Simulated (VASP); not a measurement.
Data:

```
CELL_PARAMETERS angstrom
      4.05666     0.00000     0.00000
      0.00000     4.05666     0.00000
      0.00000     0.00000     5.45208
ATOMIC_POSITIONS crystal
  Pb 0.50000 0.00000 0.78147
  Pb 0.00000 0.50000 0.21853
  O  0.50000 0.50000 0.00000
  O  0.00000 0.00000 0.00000
```

All values below come from PBE GGA, VASP's PBE PAW potentials (set 64) (plane waves; VASP). Settings: 520 eV cut-off, 5×5×4 Γ-centred mesh, Gaussian smearing of 0.050 eV, potentials Pb_d O.

Without a dispersion term in the relaxation, distances and binding between the weakly bound layers, chains or molecules are unreliable, and so is what depends on them. Unless said otherwise, spin-orbit coupling is left out, though it shifts the bands of the heavy elements here.

### Question
What does the run give for the energy per atom (σ→0), band gap (on the k-mesh) with the smallest direct gap where there is one?

### Answer

```json
{
  "band gap (on the k-mesh)": "1.83 eV",
  "smallest direct gap (on the k-mesh)": "1.98 eV",
  "energy per atom (σ→0)": "-5.379 eV/atom"
}
```

The compound is PbO in the litharge structure. It was relaxed first, which changed the volume by +13 %.
